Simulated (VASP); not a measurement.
The system is MgCd2Te3.

```
CELL_PARAMETERS angstrom
6.64492 0.00000 0.00000
-3.32246 5.75467 0.00000
0.00000 0.00000 4.31002
ATOMIC_POSITIONS crystal
Mg 0.00000 0.00000 0.00000
Cd 0.66667 0.33333 0.00000
Cd 0.33333 0.66667 0.00000
Te 0.50000 0.00000 0.50000
Te 0.00000 0.50000 0.50000
Te 0.50000 0.50000 0.50000
```

The cell was built by a generator and needn't be a form met in nature.

```yaml
Program: VASP 6.6.1
Task: relaxation of cell and atoms
Functional: PBE
Potentials_or_basis: VASP PAW PBE potentials, release 64 (Mg, Cd, Te)
Cutoff: 520 eV
k_mesh: 3 × 3 × 3
Occupations: gaussian, width 0.15 eV
Spin: no spin polarisation
```

At the start: pressure 10.1 GPa; volume 27.47 Å³/atom.

Question: How do energy, volume and symmetry change on relaxing?

Answer: Over 3 steps the energy falls by 148.5 meV/atom and the volume is 32.89 Å³/atom (+19.7 %); space group P6/mmm (No. 191, to 0.05 Å).

Step by step:
| step | energy change (eV) | largest force (eV/Å) | pressure (GPa) | volume (Å³) |
| --- | --- | --- | --- | --- |
| 1 | 0.0000 | 0.0000 | 10.14 | 164.81 |
| 2 | -0.8160 | 0.0000 | -1.82 | 209.81 |
| 3 | -0.8908 | 0.0000 | 0.17 | 197.31 |

Final structure:
```
Mg Cd Te
1.0
     7.01708    0.00000    0.00000
    -3.50854    6.07697    0.00000
     0.00000    0.00000    4.62710
Mg Cd Te
1 2 3
Direct
  0.00000 0.00000 0.00000
  0.66667 0.33333 0.00000
  0.33333 0.66667 0.00000
  0.50000 0.00000 0.50000
  0.00000 0.50000 0.50000
  0.50000 0.50000 0.50000
```

Caveat: the k mesh is coarse (spacing up to 0.49 Å⁻¹), so the values aren't converged; the volume moved by over 15 % at a fixed basis, so the end points are rough.
